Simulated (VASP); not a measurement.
These are PBE GGA, VASP's PBE PAW potentials (set 64) (plane waves; VASP) values and carry that method's errors.

VASP ran on this input.

### POSCAR
```
MnSi
4.5120730
  0.9999999482   0.0000000000   0.0000000000
  0.0000000000   0.9999999482   0.0000000000
  0.0000000000   0.0000000000   0.9999999482
Mn Si
4 4
Cartesian
  0.8633639937   0.6366359286   0.3633640196
  0.3633640196   0.8633639937   0.6366359286
  0.1366359545   0.1366359545   0.1366359545
  0.6366359286   0.3633640196   0.8633639937
  0.1548004507   0.3451995234   0.6548004248
  0.6548004248   0.1548004507   0.3451995234
  0.8451994975   0.8451994975   0.8451994975
  0.3451995234   0.6548004248   0.1548004507
```

KPOINTS:
```
k-points along high-symmetry lines
12
Line-mode
Reciprocal
  0.000000   0.000000   0.000000 ! GAMMA
  0.000000   0.500000   0.000000 ! X

  0.000000   0.500000   0.000000 ! X
  0.500000   0.500000   0.000000 ! M

  0.500000   0.500000   0.000000 ! M
  0.000000   0.000000   0.000000 ! GAMMA

  0.000000   0.000000   0.000000 ! GAMMA
  0.500000   0.500000   0.500000 ! R

  0.500000   0.500000   0.500000 ! R
  0.000000   0.500000   0.000000 ! X

  0.500000   0.500000   0.500000 ! R
  0.500000   0.500000   0.000000 ! M

  0.500000   0.500000   0.000000 ! M
  0.500000   0.000000   0.000000 ! X_1
```

**INCAR**
```
# general
SYSTEM  = MnSi
PREC    = Accurate
ENCUT   = 400
LREAL   = F   # projection in real space or not
LASPH   = T   # aspherical one-centre terms
ICHARG  = 11

# electronic loop
EDIFF   = 1E-7
NELM    = 100
ALGO    = Normal
LMAXMIX = 4   # l cut-off of mixed one-centre charges

# smearing
ISMEAR  = 0   # Gaussian
SIGMA   = 0.05

# functional
GGA     = PE   # PBE

# spin
ISPIN   = 2   # spin-polarised
MAGMOM  = 1.1 1.1 1.1 1.1 -0.0 -0.0 -0.0 -0.0

# output
LWAVE   = F
LCHARG  = F
LORBIT  = 11
```

POTCAR, in this order: Mn_pv Si (PBE.64 set). Program: vasp_std. Read from the step before: CHGCAR.

The run wrote:

### OSZICAR
```
       N       E                     dE             d eps       ncg     rms          rms(c)
DAV:   1     0.684922726230E+03    0.68492E+03   -0.32894E+04 15056   0.164E+03
DAV:   2    -0.812196435691E+01   -0.69304E+03   -0.67158E+03 14156   0.495E+02
DAV:   3    -0.600538336960E+02   -0.51932E+02   -0.49639E+02 16682   0.141E+02
DAV:   4    -0.616071954107E+02   -0.15534E+01   -0.15394E+01 15798   0.236E+01
DAV:   5    -0.616364344509E+02   -0.29239E-01   -0.29196E-01 16156   0.363E+00
DAV:   6    -0.616373282868E+02   -0.89384E-03   -0.89364E-03 16066   0.636E-01
DAV:   7    -0.616373667283E+02   -0.38442E-04   -0.38437E-04 16782   0.131E-01
DAV:   8    -0.616373685230E+02   -0.17947E-05   -0.17957E-05 16134   0.266E-02
DAV:   9    -0.616373686394E+02   -0.11635E-06   -0.11572E-06 14524   0.630E-03
DAV:  10    -0.616373686428E+02   -0.34343E-08   -0.42912E-08  9450   0.122E-03
   1 F= -.61637369E+02 E0= -.61634952E+02  d E =-.483323E-02  mag=     4.0000
```

### OUTCAR
```



 magnetization (x)

# of ion       s       p       d       tot
------------------------------------------
    1        0.001   0.009   1.045   1.055
    2        0.001   0.009   1.045   1.055
    3        0.001   0.009   1.045   1.055
    4        0.001   0.009   1.045   1.055
    5       -0.013  -0.035   0.000  -0.047
    6       -0.013  -0.035   0.000  -0.047
    7       -0.013  -0.035   0.000  -0.047
    8       -0.013  -0.035   0.000  -0.047
--------------------------------------------------
tot         -0.046  -0.103   4.179   4.031
```
(Selected blocks of OUTCAR.)

**OUTCAR**
```
 val. band max:       11.2240786328   @ k =   0.5000   0.3182   0.0000

 cond. band min:      11.2370652400   @ k =   0.3182   0.5000   0.0000



 spin component 1

 k-point     1 :       0.0000    0.0000    0.0000
  band No.  band energies     occupation
      1     -37.2192      1.00000
      2     -37.2192      1.00000
      3     -37.2192      1.00000
      4     -37.1452      1.00000
      5     -37.1452      1.00000
      6     -37.1404      1.00000
      7     -37.1404      1.00000
      8     -37.1404      1.00000
      9     -37.0534      1.00000
     10     -37.0534      1.00000
     11     -37.0534      1.00000
     12     -36.9927      1.00000
     13      -1.7230      1.00000
     14       3.3481      1.00000
     15       3.3481      1.00000
     16       3.3481      1.00000
     17       6.2717      1.00000
     18       6.2717      1.00000
     19       6.2717      1.00000
     20       7.6274      1.00000
     21       7.6274      1.00000
     22       7.6274      1.00000
     23       8.1621      1.00000
     24       8.4512      1.00000
     25       8.4512      1.00000
     26       8.7210      1.00000
     27       8.7210      1.00000
     28       8.7210      1.00000
     29       9.2625      1.00000
     30       9.2625      1.00000
     31       9.2625      1.00000
     32      10.8082      1.00000
     33      10.8082      1.00000
     34      10.8082      1.00000
     35      10.8699      1.00000
     36      10.8699      1.00000
     37      11.9628      0.00000
     38      11.9628      0.00000
     39      11.9628      0.00000
     40      14.1966      0.00000
     41      14.1966      0.00000
     42      14.1967      0.00000

 k-point     2 :       0.0000    0.0455    0.0000
  band No.  band energies     occupation
      1     -37.2235      1.00000
      2     -37.2193      1.00000
      3     -37.2139      1.00000
      4     -37.1455      1.00000
      5     -37.1444      1.00000
...
```

The density is held fixed in this step, so its total energy and stress have no physical meaning. The moments were started parallel, and other spin orders were not tried in this run.

The compound is MnSi in the B20 structure. It was relaxed first.
